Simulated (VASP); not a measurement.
```xyz
2
Lattice="4.3773 -1.8862 0.2114 4.3773 1.8862 0.2114 3.4138 0.0000 3.3331" Properties=species:S:1:pos:R:3 pbc="T T T"
As     2.6648     0.0000     0.8225
As     9.5037     0.0000     2.9333
```

Level of theory: vdW-DF2, VASP's PBE PAW potentials (set 64) (plane waves; VASP). Numerical set-up: 520 eV cut-off, 11×11×11 Γ-centred mesh, first-order Methfessel-Paxton smearing of 0.10 eV, potentials As.

**Question.** The ions and cell shape at fixed volume are relaxed. What does this cell relax into?

**Answer.** 
```xyz
2
Lattice="4.2059 -1.9292 0.1325 4.2059 1.9292 0.1325 3.2205 0.0000 3.3253" Properties=species:S:1:pos:R:3 pbc="T T T"
As     2.5808     0.0000     0.7966
As     9.0516     0.0000     2.7938
```
Space group R-3m (166), at a tolerance of 0.03 Å.

**Question.** How much energy does the relaxation gain?

**Answer.** The energy (σ→0) changes by -10.6 meV/atom, in 7 ionic steps.

The compound is As in the a7 structure. This cell is one point of a volume scan, at 0.94 of the reference volume. Symmetry was kept, so distortions that lower it aren't found.
